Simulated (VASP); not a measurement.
A run of VASP 6.6.1:

The input INCAR:

```
SYSTEM = CsSi2
PREC     = Accurate       ! precision mode
ENCUT    = 600            ! plane-wave cutoff, eV
EDIFF    = 1E-6           ! SCF threshold, eV
ISMEAR   = -1             ! smearing method
SIGMA    = 0.05           ! smearing width, eV
LREAL    = .FALSE.        ! projectors in reciprocal space
LASPH    = .TRUE.         ! aspherical terms in the spheres
NELM     = 100            ! most SCF steps
ALGO     = Fast           ! electronic algorithm
ISIF     = 3              ! what is computed and relaxed
LWAVE    = .FALSE.        ! write WAVECAR
LCHARG   = .FALSE.        ! write CHGCAR
GGA      = RP             ! functional
IBRION   = 2              ! ionic algorithm
NSW      = 40             ! ionic steps
EDIFFG   = -0.005         ! ionic threshold
```

Contents of KPOINTS:

```
regular mesh
0
G
  5 5 6
  0 0 0
```

POSCAR

```
CsSi2
1.0
    6.3715700000      0.0000000000      0.0000000000
   -3.1857800000      5.5179400000      0.0000000000
    0.0000000000      0.0000000000      4.4786600000
Cs Si
1 2
Direct
    0.0000000000      0.0000000000      0.0000000000
    0.6666700000      0.3333300000      0.2503900000
    0.6666700000      0.3333300000      0.7496100000
```

Potentials or basis: VASP PAW PBE potentials, release 64 (Cs_sv, Si).

The run is started by

```console
$ cat potpaw_PBE.64/Cs_sv/POTCAR potpaw_PBE.64/Si/POTCAR > POTCAR
$ mpirun -np 1 vasp_std > vasp.out
```

Hardware: 1 thread of Intel(R) Xeon(R) 6975P-C (Granite Rapids) (shared host).

Task: How long does it take, and how much memory?

Result: Wall time 6 min on 1 thread of Intel(R) Xeon(R) 6975P-C (Granite Rapids) (shared host), peak memory 0.38 GiB. Counts: scf iterations 107, k points 36, ion steps 19.
